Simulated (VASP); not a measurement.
Data:

```xyz
5
Lattice="4.8459 0.0000 0.0000 0.0000 4.8459 0.0000 0.0000 0.0000 4.8459" Properties=species:S:1:pos:R:3 pbc="T T T"
Ca     2.4230     0.0000     2.4230
Ca     0.0000     2.4230     2.4230
Ca     2.4230     2.4230     0.0000
Pb     0.0000     0.0000     0.0000
O      2.4230     2.4230     2.4230
```

Level of theory: LDA (Ceperley-Alder, Perdew-Zunger), VASP's LDA PAW potentials (set 64) (plane waves; VASP). Run with 400 eV cut-off, 6×6×6 Γ-centred mesh, Gaussian smearing of 0.10 eV, potentials Ca_sv Pb_d O.

At this cut-off the stress carries a Pulay error, which pulls relaxed volumes low. Energy and stress use the plane-wave basis of the starting cell.

Task: The ions, cell shape and volume are relaxed. Which structure does the run end with?

Result: 
```xyz
5
Lattice="4.7237 0.0000 0.0000 0.0000 4.7237 0.0000 0.0000 0.0000 4.7237" Properties=species:S:1:pos:R:3 pbc="T T T"
Ca     2.3618     0.0000     2.3618
Ca     0.0000     2.3618     2.3618
Ca     2.3618     2.3618     0.0000
Pb     0.0000     0.0000     0.0000
O      2.3618     2.3618     2.3618
```
Space group Pm-3m (221), at a tolerance of 0.03 Å.

Task: How do energy and volume change from the first to the last step?

Result: The energy (σ→0) changes by -26.0 meV/atom and the volume by -7.4 %, in 3 ionic steps.

The structure comes from a computed database's Ca3PbO entry (Pm-3m); how it stands against other phases isn't given here. This run relaxes it. Symmetry was kept, so distortions that lower it aren't found. The run is one of a series of settings (EDIFFG = -0.01, IBRION = 2, ISIF = 3, NSW = 50 against the base run), some of them coarse on purpose.
